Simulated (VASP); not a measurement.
# Quasiparticle energies of AlN in VASP, part 4 of 4

Wanted: how far GW moves the Kohn-Sham levels of AlN. The cell is of the zinc-blende type, one of the forms listed for this formula. The start is a computed cell from the Materials Project.

VASP 6.6.1, plane waves and PAW; the level of theory is named at each step.

So far, quasiparticle gap on the mesh (eV): step 3 (G0W0, bands in the sums 24) 4.38; step 9 (G0W0, bands in the sums 56) 4.54; step 11 (G0W0, bands in the sums 72) 4.59; step 13 (G0W0, bands in the sums 96) 4.64; step 15 (G0W0, bands in the sums 112) 4.65.

### 16. Empty bands

This step: PBE; plane waves and PAW (Al_GW, N_GW) (VASP 6.6.1).

The empty bands are made again, for the run that follows.

Input file INCAR:

```
SYSTEM = AlN
PREC = Accurate
ENCUT = 450
ISMEAR = 0
SIGMA = 0.01
LREAL = .FALSE.
GGA = PE
NBANDS = 136
ALGO = Exact
NELM = 1
LWAVE = .TRUE.
LCHARG = .FALSE.
LOPTICS = .TRUE.
NEDOS = 1000
CSHIFT = 0.1
```

Input file POSCAR:

```
AlN
1.0
    0.0000000000      2.1839935596      2.1839935596
    2.1839935596      0.0000000000      2.1839935596
    2.1839935596      2.1839935596      0.0000000000
Al N
1 1
Direct
    0.0000000000      0.0000000000      0.0000000000
    0.2500000000      0.2500000000      0.2500000000
```

Input file KPOINTS:

```
Automatic mesh
0
Gamma
4 4 4
0 0 0
```

Potentials, in the order of the species: Al_GW and N_GW (PBE family, release 64).

Command:

```bash
mpirun -np 8 vasp_std
```

Output:

```text
[banner, memory and clock lines left out]
running    8 mpi-ranks, on    1 nodes
[...]
[... a notice as in an earlier step ...]

 LDA part: xc-table for (Slater+PW92), standard interpolation
 found WAVECAR, reading the header
  number of bands has changed, file:    10 present:   136
  trying to continue reading WAVECAR, but it might fail
 POSCAR, INCAR and KPOINTS ok, starting setup
[...]
reading WAVECAR
 random initialization beyond band           10
 the WAVECAR file was read successfully
 initial charge from wavefunction
 entering main loop
       N       E                     dE             d eps       ncg     rms          rms(c)
[... 1 cycle as in an earlier step ...]
   1 F= -.14825187E+02 E0= -.14825187E+02  d E =0.000000E+00
 writing wavefunctions
 optical routines
 imaginary and real dielectric function
 recalculating local potential from charge density
 direction            1
 direction            2
 direction            3
```

The job ended after 2.2 s (8 MPI ranks of AMD EPYC 7R43, shared host; peak memory 0.64 GiB; 12 s of CPU time).

Parts of OUTCAR (step 16):

```text
[... 5 parts as in an earlier step ...]

[... 2 further parts left out ...]
[key lines of the parts left out:]
E-fermi :   5.1822
```

WAVECAR now holds 136 bands for 8 electrons.

### 17. G0W0, bands in the sums 136

This step: G0W0 on PBE; plane waves and PAW (Al_GW, N_GW) (VASP 6.6.1).

The sums now run over 136 bands at the same response cutoff.

Input file INCAR:

```
SYSTEM = AlN
PREC = Accurate
ENCUT = 450
ISMEAR = 0
SIGMA = 0.01
LREAL = .FALSE.
GGA = PE
NBANDS = 136
ALGO = EVGW0
NELMGW = 1
ENCUTGW = 200
NOMEGA = 64
PRECFOCK = Fast
NBANDSGW = 16
LWAVE = .FALSE.
LCHARG = .FALSE.
```

POSCAR is that of step 16.

KPOINTS is that of step 16.

Command:

```bash
mpirun -np 8 vasp_std
```

Output:

```text
[banner, memory and clock lines left out]
running    8 mpi-ranks, on    1 nodes
[...]
[... a notice as in an earlier step ...]

 [... a notice as in an earlier step ...]

 LDA part: xc-table for (Slater+PW92), standard interpolation
 found WAVECAR, reading the header
 POSCAR, INCAR and KPOINTS ok, starting setup
[...]
reading WAVECAR
 the WAVECAR file was read successfully
 initial charge from wavefunction
 available memory per node:     90.74 GB, setting MAXMEM to     92915

 The Fermi energy was updated, please check that it is located mid-gap
 values below the HOMO (VB) or above the LUMO (CB) will cause erroneous energies
 E-fermi :   6.6261

 calculate exact exchange contribution
 the WAVEDER file was read successfully
energies w=
    0.000    0.000    0.564    0.000    1.126    0.000    1.686    0.000
    2.242    0.000    2.793    0.000    3.339    0.000    3.878    0.000
    4.411    0.000    4.936    0.000    5.455    0.000    5.966    0.000
[...]
total number of BLAS operations         78.40 Gflops
NQ=   4    0.2500    0.2500    0.0000,
|.........|.........|.........|.........|.........|.........|.........|.........
 performed        739000 updates of chi_q(r,r)
 total number of BLAS operations        110.14 Gflops
NQ=   5    0.5000    0.2500    0.0000,
|.........|.........|.........|.........|.........|.........|.........|.........
 performed       1059000 updates of chi_q(r,r)
 total number of BLAS operations        154.74 Gflops
NQ=   6   -0.2500    0.2500    0.0000,
|.........|.........|.........|.........|.........|.........|.........|.........
 performed       1344000 updates of chi_q(r,r)
 total number of BLAS operations        195.71 Gflops
NQ=   7    0.5000    0.5000    0.0000,
|.........|.........|.........|.........|.........|.........|.........|.........
 performed       1507000 updates of chi_q(r,r)
 total number of BLAS operations        216.45 Gflops
NQ=   8   -0.2500    0.5000    0.2500,
|.........|.........|.........|.........|.........|.........|.........|.........
 performed       1722000 updates of chi_q(r,r)
 total number of BLAS operations        252.21 Gflops
 resolving degeneracies of screened two electron integrals

 calculate QP shifts <psi_nk| G(iteration)W_0 |psi_nk>: iteration 1
 entering main loop
```

Wall time 15 s (8 MPI ranks); peak memory 1 GiB; 1.8 min of CPU time.

OUTCAR, selected parts (step 17):

```text
 QP shifts <psi_nk| G(iteration)W_0 |psi_nk>: iteration 1
 for sc-GW calculations column KS-energies equals QP-energies in previous step
 and V_xc(KS)=  KS-energies - (<T + V_ion + V_H > + <T+V_H+V_ion>^1  + <V_x>^1)
 k-point   1 :       0.0000    0.0000    0.0000
  band No.  KS-energies  QP-energies   sigma(KS)   V_xc(KS)     V^pw_x(r,r')   Z            occupation Imag(sigma)
      1     -10.0154     -11.5105     -16.9722     -14.7867     -24.7606       0.6841       2.0000       1.1859
      2       4.9809       3.9788     -18.0558     -16.7580     -20.9026       0.7722       2.0000       0.0539
      3       4.9809       3.9788     -18.0558     -16.7580     -20.9026       0.7722       2.0000       0.0539
      4       4.9809       3.9788     -18.0558     -16.7580     -20.9026       0.7722       2.0000       0.0539
      5       9.1564       9.7896     -11.7159     -12.5015      -7.6621       0.8060       0.0000      -0.0608
      6      17.5052      18.3816      -9.1756     -10.2705      -4.0131       0.8004       0.0000      -0.0977
      7      17.5052      18.3816      -9.1756     -10.2705      -4.0131       0.8004       0.0000      -0.0977
      8      17.5052      18.3816      -9.1756     -10.2705      -4.0131       0.8004       0.0000      -0.0977
    ...

[... 1 part as in an earlier step ...]

[... 2 further parts left out ...]
[key lines of the parts left out:]
E-fermi :   6.6261
```

The gap is now 4.673 eV, +18 meV against the GW run before.

### 18. Summary

This step: GW series: G0W0 on PBE; plane waves and PAW (VASP 6.6.1).

Derived from the runs above.

G0W0 on a 4x4x4 mesh; cost is wall time times ranks on a shared host, with the step that makes the empty bands but not the self-consistent start. G0W0 series:

| bands in the sums | quasiparticle gap (eV) | direct quasiparticle gap (eV) | cost (core minutes) |
| --- | --- | --- | --- |
| 24 | 4.38 | 5.632 | 1.07 |
| 32 | 4.435 | 5.68 | 1.33 |
| 48 | 4.506 | 5.72 | 1.76 |
| 56 | 4.539 | 5.735 | 1.2 |
| 72 | 4.589 | 5.766 | 1.44 |
| 96 | 4.637 | 5.791 | 1.87 |
| 112 | 4.655 | 5.803 | 2.05 |
| 136 | 4.673 | 5.811 | 2.35 |

### 19. Outcome

| Item | Value |
| --- | --- |
| G0W0 on PBE, 136 bands, ENCUTGW 200 eV, NOMEGA 64, mesh 4×4×4 | 3.290 → 4.673 eV |
| G0W0 on PBE, 24 bands, ENCUTGW 200 eV, NOMEGA 64, mesh 4×4×4 | 3.290 → 4.380 eV |

What this shows: G0W0 gives a quasiparticle gap of 4.673 eV on the mesh, 1.38 eV over the PBE gap on the same mesh. The steps of the series move the gap by +55, +71, +33, +50, +48, +18, +18 meV; the last costs 1.1 times the one before. The last step lies within a tolerance of 30 meV, picked for this account, and the last two together move the gap by +36 meV. Response cutoff and mesh weren't varied, so the series can only reach this cutoff's value, and band edges off the mesh aren't seen. On a mesh this coarse the value is a test of cost more than a converged gap. Not tabulated here, as repeats of values shown or as unfit to read for their mesh, reference level or band range: eps2 curves (empty bands); eps1 curves and static values (empty bands); gaps (empty bands).

[Lines on the potential files, build, host, timing and source positions are cut from VASP's logs without a mark.]

[Logs are printed without paths, hosts, clocks, repeated set-up lines and the standing remarks that a program may print on its own settings, such as how far it seeks lower states.]

[Hosts, paths, dates, database ids (printed as entryN), source tags and the programs' standing remarks are cut or masked in the printed files.]

[Pressures printed for these runs are not shown converged in the cutoff: they can be off by several GPa and have the wrong sign.]
